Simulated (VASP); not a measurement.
Data:

```xyz
2
Lattice="0.0000 2.2859 2.2859 2.2859 0.0000 2.2859 2.2859 2.2859 0.0000" Properties=species:S:1:pos:R:3 pbc="T T T"
Na     0.0000     0.0000     0.0000
F      2.2859     2.3859     2.2859
```

Method: r2SCAN meta-GGA, VASP's PBE PAW potentials (set 64) (plane waves; VASP). Settings: 600 eV cut-off, 10×10×10 Γ-centred mesh, Gaussian smearing of 0.050 eV, potentials Na_pv F.

Problem. Predict the energy per atom (σ→0), largest force, band gap (on the k-mesh) with the smallest direct gap where there is one.

Solution. 
The band gap (on the k-mesh) comes out as 7.41 eV and the smallest direct gap (on the k-mesh) comes out as 7.41 eV. The energy per atom (σ→0) is -6.296 eV/atom and the largest force is 0.308 eV/Å.

Only differences to runs with the same potentials and settings are physical.

The compound is NaF in the rock salt structure. This cell was strained or had an atom moved on purpose.
